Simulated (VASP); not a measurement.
Here is the system:

```
CuZn
1.0
    2.95000     0.00000     0.00000
    0.00000     2.95000     0.00000
    0.00000     0.00000     2.95000
Zn Cu
1 1
Direct
  0.49341   0.49832   0.48522
  0.00659   0.00168   0.01478
```

The numbers are results of PBE GGA, VASP's PBE PAW potentials (set 64) (plane waves; VASP), not measurements. Run with 300 eV cut-off, 8×8×8 Γ-centred mesh, first-order Methfessel-Paxton smearing of 0.14 eV, potentials Zn Cu.

At this cut-off the stress carries a Pulay error, which pulls relaxed volumes low. Energy and stress use the plane-wave basis of the starting cell.

Task: The ions, cell shape and volume at an external pressure of 5.0 GPa are relaxed. Predict the relaxed structure.

Result: 
```
CuZn
1.0
    2.92676    -0.00002    -0.00019
   -0.00002     2.92837    -0.00005
   -0.00017    -0.00005     2.91846
Zn Cu
1 1
Direct
  0.49996   0.49999   0.49989
  0.00004   0.00001   0.00011
```
Space group Pm-3m (221), at a tolerance of 0.03 Å.

Task: How do energy and volume change from the first to the last step?

Result: The energy (σ→0) changes by -4.8 meV/atom and the volume by -2.6 %, in 10 ionic steps.

| step | E(σ→0) (eV) | max force (eV/Å) | pressure (GPa) | volume (Å³) |
|---|---|---|---|---|
| 1 | -4.9979 | 0.464 | 1.42 | 25.67 |
| 2 | -4.9848 | 0.283 | 7.72 | 24.62 |
| 3 | -4.9882 | 0.304 | 7.13 | 24.72 |
| 4 | -5.0040 | 0.052 | 5.62 | 24.92 |
| 5 | -5.0060 | 0.011 | 5.28 | 24.97 |
| 6 | -5.0059 | 0.004 | 5.36 | 24.97 |
| 7 | -5.0088 | 0.011 | 4.81 | 25.06 |
| 8 | -5.0077 | 0.005 | 4.95 | 25.02 |
| 9 | -5.0077 | 0.006 | 4.94 | 25.02 |
| 10 | -5.0075 | 0.004 | 4.99 | 25.01 |

The structure is a typed CuZn crystal. In the starting cell atoms are displaced from their ideal sites. This run relaxes it under an external pressure of 5 GPa. The run is one of a series of settings (EDIFFG = -0.01, IBRION = 2, ISIF = 3, NSW = 50, PSTRESS = 50 against the base run), some of them coarse on purpose. The electron count is odd and the run is not spin-polarised, which forces a metal.
